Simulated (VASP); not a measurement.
The input files of a VASP run:

### INCAR
```
! general
SYSTEM =PbS
PREC   =Accurate
ENCUT  =400
LREAL  =.False.
LASPH  =.True.

! electronic loop
EDIFF  =1E-6
NELM   =100
ALGO   =Normal
LMAXMIX=4
LMIXTAU=.True.

! smearing
ISMEAR =1
SIGMA  =0.1

! functional
METAGGA=R2SCAN

! ions
IBRION =2
NSW    =60
ISIF   =3
EDIFFG =-0.01

! output
LWAVE  =.False.
LCHARG =.False.
```

### KPOINTS
```
Automatic mesh
0
Gamma
9 9 9
0 0 0
```

### POSCAR
```
PbS
1
    4.0897000000     0.0000000000     0.0000000000
   -2.0448500000     3.5417840000     0.0000000000
    0.0000000000     0.0000000000     3.7881700000
Pb S
1 1
Direct
  0.0000000000   0.0000000000   0.0000000000
  0.6666670000   0.3333330000   0.5000000000
```

POTCAR, in this order: Pb_d S (PBE.64 set). Program: vasp_std.

Task: Write an equivalent input for Ansatz.

Result: One equivalent input (not run):
Ansatz 0.2 input:
```yaml
crystal:
  lattice:
    - [4.0897000, 0.0000000, 0.0000000]
    - [-2.0448500, 3.5417840, 0.0000000]
    - [0.0000000, 0.0000000, 3.7881700]
  atoms:
    - { symbol: Pb, position: [0.0000000, 0.0000000, 0.0000000] }
    - { symbol: S, position: [0.6666670, 0.3333330, 0.5000000] }
kpoints:
  mp_grid: { grid: [9, 9, 9] }
hamiltonian:
  xc: r2scan
  pseudopotentials: { kind: paw }
scf:
  occupations: { method: methfessel_paxton, width: 0.1 }
  max_iter: 100
relax:
  max_steps: 60
  f_tol: 0.01
  cell: {}
output: { forces: true, stress: true, eigenvalues: true }
```
The two are equivalent in intent, not identical: each code has its own PAW files, so the cut-off isn't converted (ENCUT is set for VASP's; basis.ecutwfc is left out, and Ansatz then takes the one that its files recommend); Ansatz stops its SCF on the density residual and VASP on the energy change (EDIFF).

The structure comes from a computed database's PbS entry (P-6m2); how it stands against other phases isn't given here. This run relaxes it. Symmetry was kept, so distortions that lower it aren't found.
